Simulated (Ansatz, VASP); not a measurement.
One calculation of LiMgB4, two programs

```
Li Mg B
1.0
     3.02491    0.00000    0.00000
    -1.51246    2.61965    0.00000
     0.00000    0.00000    7.04752
Li Mg B
1 1 4
Cartesian
  0.0000 0.0000 3.5238
  0.0000 0.0000 0.0000
  0.0000 1.7464 5.2705
  1.5125 0.8732 5.2705
  0.0000 1.7464 1.7770
  1.5125 0.8732 1.7770
```

Alike in both runs: functional PBE; k mesh 15 × 15 × 6; occupations gaussian, width 0.1 eV; no spin polarisation.

Ansatz relaxed the structure, and its values are those at the end. VASP's run is a single point on that final structure, the one shown.

```csv
,VASP,Ansatz
version,VASP 6.6.1,Ansatz 0.2.0
potentials or method,"VASP PAW PBE potentials, release 64 (Li_sv, Mg, B)","scalar-relativistic, plane waves, PAW"
plane-wave cutoff (eV),520,420
valence electrons in the cell,17,25
```

```tsv
	VASP	Ansatz	Ansatz less VASP
gap on the k mesh at the Fermi level (eV)	none	none	-
rms of the force components (eV/Å)	0.004	0.000	-0.0036
```

A gap of «none» marks a metal or a gap that the smearing closes. The functional is the same, so the differences come from potentials, cutoffs and numerics. The two sets of potentials don't hold the same shells in valence.
